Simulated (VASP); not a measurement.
```xyz
4
Lattice="1.2429 -2.1528 0.0000 1.2429 2.1528 0.0000 0.0000 0.0000 7.2642" Properties=species:S:1:pos:R:3 pbc="T T T"
C      0.0000     0.0000     1.8160
C      0.0000     0.0000     5.4481
C      1.2429     0.7176     1.8160
C      1.2429    -0.7176     5.4481
```

Computed with PBEsol GGA, VASP's PBE PAW potentials (set 64) (plane waves; VASP 6.6.1). Numerical set-up: 520 eV cut-off, 10×10×3 Γ-centred mesh, Gaussian smearing of 0.050 eV, potentials C.

Without a dispersion term in the relaxation, distances and binding between the weakly bound layers, chains or molecules are unreliable, and so is what depends on them.

Q: The ions and cell shape at fixed volume are relaxed. Which structure does the run end with?

A: 
```xyz
4
Lattice="1.2305 -2.1313 0.0000 1.2305 2.1313 0.0000 0.0000 0.0000 7.4112" Properties=species:S:1:pos:R:3 pbc="T T T"
C      0.0000     0.0000     1.8528
C      0.0000     0.0000     5.5584
C      1.2305     0.7104     1.8528
C      1.2305    -0.7104     5.5584
```
Space group P6_3/mmc (194), at a tolerance of 0.03 Å.

Q: How much energy does the relaxation gain?

A: The energy (σ→0) changes by -6.9 meV/atom, in 3 ionic steps.

The compound is C in the graphite structure. This cell is one point of a volume scan, at 1.03 of the reference volume. Symmetry was kept, so distortions that lower it aren't found.
